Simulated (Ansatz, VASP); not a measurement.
# Ir: VASP beside Ansatz, part 2 of 2

One calculation is typed for both programs; each brings its own data sets. How far apart do they land? The structure shown is the start of the Ansatz relaxation below; VASP solves that cell, so the two are compared at the walk's first step.

VASP 6.6.1 and Ansatz 0.2.0.

So far. Step 3 (VASP: single point, PBEsol, start cell, pair 1): The run ends at a pressure of -3.04 GPa, with forces up to 0.59 eV/Å.

## Step 5: Ansatz: relaxation, PBEsol

Level of this step: Ansatz beside VASP: Kohn-Sham DFT, plane waves, PBEsol (Ansatz).

The two programs are compared at the cell with which this relaxation starts, whose forces are those of its first step.

The structure compared here is the start of the Ansatz relaxation; VASP solves that cell, so the two are compared at the walk's first step.

input.yaml

```yaml
crystal:
  lattice:
    - [2.6791617511, 2.8483e-06, 0.0]
    - [-1.3395833423, 2.3202207131, 0.0]
    - [0.0, 0.0, 41.5361662412]
  atoms:
    - { symbol: Ir, position: [0.0, 0.0, 0.1574167809] }
    - { symbol: Ir, position: [0.3333333333, 0.6666666667, 0.2098609075] }
    - { symbol: Ir, position: [0.6666666667, 0.3333333333, 0.2632416756] }
    - { symbol: Ir, position: [0.0, 0.0, 0.3166224437] }
    - { symbol: Ir, position: [0.3333333333, 0.6666666667, 0.3690665703] }
  periodic: [true, true, false]
kpoints:
  mp_grid: { grid: [18, 18, 1] }
hamiltonian:
  xc: pbesol
  pseudopotentials: { kind: paw, azcp: { folder: soft_1 }, xc_functional: pbe }
scf:
  occupations: { method: methfessel_paxton, width: 0.2 }
output:
  forces: true
  stress: true
  eigenvalues: true
  write_density: true
  write_potential: true
  elf: true
  volumetric_format: npy
relax:
  adjacent_minimum: "off"
  f_tol: 0.001
  max_steps: 60
  cell: { stress_2d_tol: 0.002 }
```

Run with:

```console
$ ansatz run input.yaml --threads 4 --pin off --max-ram 16384MiB --backend cpu --events-out ev --progress --plain --runs-dir out
```

Numbers of over 12 decimals in the logs are rounded to 6 here.

The program printed:

```text
[...]
Crystal: 5 atoms, lattice volume = 258.199 Å³
Basis set: ecut = 420 eV, 5137 PW (Γ), exchange–correlation on 36×36×576 points (8 copies of the dense FFT grid, shifted against one another)
Bands: 51, of which v1, the nominal top of the filled ones, is band 43 counted from 1 (42 counted from 0)
Symmetry: 12 space group operations
[...]
k-points: 37 of 324
[...]
cell:  # Å, volume = 258.0029 Å³
    - [2.678143, 2.8472457272310066e-6, 0]
    - [-1.339074, 2.319338, 0]
    - [0, 0, 41.5361662412]
  atoms:
    - { symbol: Ir, position: [-1.883838718979886e-18, -4.7066375523953216e-17, 0.157316] }
    - { symbol: Ir, position: [0.333333, 0.666667, 0.209830] }
    - { symbol: Ir, position: [0.666667, 0.333333, 0.263242] }
[...]
- { symbol: Ir, position: [0.333333, 0.666667, 0.369168] }
[key lines of the parts left out:]
SCF converged after 8 iterations
Free energy (F): -59000.141294 eV
Fermi energy:    -5.651331 eV
P = ½ c Tr σ = -0.0009 N/m
```

## Step 6: VASP: single point, PBEsol, start cell, pair 2

The same cell, functional, mesh and smearing now go to VASP, with its own data sets.

INCAR

```
SYSTEM = Ir
PREC = Accurate
ENCUT = 400
EDIFF = 1E-06
NELM = 120
ISMEAR = 1
SIGMA = 0.2
LREAL = .FALSE.
ALGO = Normal
GGA = PS
NBANDS = 28
LASPH = .TRUE.
LORBIT = 11
LWAVE = .FALSE.
LCHARG = .FALSE.
ISIF = 2
LDIPOL = .TRUE.
IDIPOL = 3
DIPOL = 0.5 0.5 0.263
LVHAR = .TRUE.
GGA_COMPAT = .FALSE.
NELMDL = -8
KPAR = 2
```

POSCAR

```
Ir
1.0
    2.6791620000      0.0000030000      0.0000000000
   -1.3395830000      2.3202210000      0.0000000000
    0.0000000000      0.0000000000     41.5361660000
Ir
5
Direct
    0.0000000000      0.0000000000      0.1574167919
    0.3333330845      0.6666666667      0.2098609198
    0.6666665422      0.3333333333      0.2632416771
    0.0000000000      0.0000000000      0.3166224345
    0.3333330845      0.6666666667      0.3690665624
```

KPOINTS

```
Automatic mesh
0
Gamma
18 18 1
0 0 0
```

The projector-augmented-wave data sets are Ir (PBE family, release 64).

Run with:

```console
$ mpirun -np 2 vasp_std
```

The program printed:

```text
[banner, memory and clock lines left out]
running    2 mpi-ranks, on    1 nodes
[...]
[... a notice as in an earlier step ...]

 LDA part: xc-table for (Slater+PW92), standard interpolation
 POSCAR, INCAR and KPOINTS ok, starting setup
[...]
entering main loop
       N       E                     dE             d eps       ncg     rms          rms(c)
DAV:   1     0.374786837075E+03    0.37479E+03   -0.15271E+04  2096   0.106E+03
DAV:   2    -0.114276088037E+02   -0.38621E+03   -0.36412E+03  2380   0.371E+02
DAV:   3    -0.472175372377E+02   -0.35790E+02   -0.31632E+02  2552   0.102E+02
DAV:   4    -0.499258575022E+02   -0.27083E+01   -0.24479E+01  2908   0.265E+01
[...]
DAV:  24    -0.470223303003E+02   -0.85255E-06   -0.18386E-05  2284   0.346E-02    0.102E-01
DAV:  25    -0.470223265374E+02    0.37629E-05   -0.99166E-06  2188   0.248E-02    0.948E-02
DAV:  26    -0.470223270037E+02   -0.46634E-06   -0.96861E-06  2516   0.214E-02
   1 F= -.47022327E+02 E0= -.47023682E+02  d E =0.406556E-02
```

Parts of OUTCAR (step 6):

```text
  Total        0.3759031      0.3759031      0.5944054      0.0000001      0.0000000      0.0000000
  in kB        2.3325525      2.3325528      3.6884027      0.0000006      0.0000000      0.0000000
  external PRESSURE =       2.7845027 kB  Pullay stress =       0.0000000 kB

 POSITION                                       TOTAL-FORCE (eV/Angst)
 -----------------------------------------------------------------------------------
      0.00000      0.00000      6.53849         0.000000     -0.000000     -0.085911
     -0.00000      1.54682      8.71682        -0.000000      0.000000      0.020329
      1.33958      0.77341     10.93405        -0.000000      0.000000     -0.000000
      0.00000      0.00000     13.15128         0.000000      0.000000     -0.020329
     -0.00000      1.54682     15.32961        -0.000000      0.000000      0.085911
 -----------------------------------------------------------------------------------
    total drift:                                0.000091     -0.000000     -0.000263

  FREE ENERGIE OF THE ION-ELECTRON SYSTEM (eV)
  ---------------------------------------------------
  free  energy   TOTEN  =       -47.0223270037 eV

  energy  without entropy=      -47.0263925661  energy(sigma->0) =      -47.02368219

[... 3 further parts left out ...]
[key lines of the parts left out:]
E-fermi :  -1.3212
```

The run ends at a pressure of 0.28 GPa, with forces up to 0.086 eV/Å.

## Step 7: Differences

What differs besides the data sets and the points named for the pairs above, as far as they apply: the data sets hold 85 valence electrons in Ansatz (on its PAW soft_1 files) and 45 in VASP; the cutoff is 420 eV in Ansatz and 400 eV in VASP. Total energies have different zeros and are not compared.

Forces (eV/Å; atoms numbered as in POSCAR):

```csv
atom,"Ansatz x, y, z","VASP x, y, z"
Ir1,"0.000, 0.000, -0.028","0.000, 0.000, -0.086"
Ir2,"0.000, 0.000, 0.013","0.000, 0.000, 0.020"
Ir3,"0.000, 0.000, 0.000","0.000, 0.000, 0.000"
Ir4,"0.000, 0.000, -0.013","0.000, 0.000, -0.020"
Ir5,"0.000, 0.000, 0.028","0.000, 0.000, 0.086"
```

The forces differ by 21 meV/Å r.m.s., which is 65.9 % of the r.m.s. force of 0.032 eV/Å (both taken over all components). VASP's last cycles still show a density residual of 9e-03, so its state may not be settled. With vacuum in the cell, a pressure given here is an average over mostly empty space and none of the material.

## Step 8: Results

```yaml
r_m_s_force_difference_single_point_pbesol_start_cell_pair_1: 6.4 % of the r.m.s. force
r_m_s_force_difference_single_point_pbesol_start_cell_pair_2: 21 meV/Å
```

**Reading.** The r.m.s. force difference is 6.4 % of the r.m.s. force (single point, PBEsol, start cell, pair 1), beyond the 3 % picked in this series as the mark of a large difference. The data sets hold unlike numbers of valence electrons (85 in Ansatz and 45 in VASP), so part of the differences comes from the potentials. What causes the difference of the single point, PBEsol, start cell, pair 1 pair stays open here. What causes the difference of the single point, PBEsol, start cell, pair 2 pair stays open here. 2 further runs of this series are not shown here. How closely two codes agree says nothing of how well the functional describes the real material.

[Lines on the potential files, build, host, timing and source positions are cut from VASP's logs without a mark.]

[Logs are printed without paths, hosts, clocks, repeated set-up lines and the standing remarks that a program may print on its own settings, such as how far it seeks lower states.]

[Hosts, paths, dates, database ids (printed as entryN), source tags and the programs' standing remarks are cut or masked in the printed files.]
